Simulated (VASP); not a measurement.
Given:

```yaml
crystal:
  lattice:
    - [3.89787, 0.00000, 0.00000]
    - [0.00000, 3.89787, 0.00000]
    - [0.00000, 0.00000, 3.89787]
  atoms:
    - { symbol: Ti, position: [0.00000, 0.00000, 0.00000] }
    - { symbol: Pt, position: [0.00000, 0.50000, 0.50000] }
    - { symbol: Pt, position: [0.50000, 0.00000, 0.50000] }
    - { symbol: Pt, position: [0.50000, 0.50000, 0.00000] }
```

Method: PBEsol GGA, VASP's PBE PAW potentials (set 64) (plane waves; VASP). Settings: 400 eV cut-off, 9×9×9 Γ-centred mesh, tetrahedra with Blöchl corrections, potentials Ti_sv Pt.

Unless said otherwise, spin-orbit coupling is left out, though it shifts the bands of the heavy elements here.

### Question
Estimate the energy per atom (σ→0), band gap (on the k-mesh) with the smallest direct gap where there is one.

### Answer

```json
{
  "band gap (on the k-mesh)": "none (metal, semimetal or under 0.01 eV)",
  "energy per atom (σ→0)": "-8.188 eV/atom"
}
```

Only differences to runs with the same potentials and settings are physical.

The compound is Pt3Ti in the L1_2 structure. It was relaxed first.
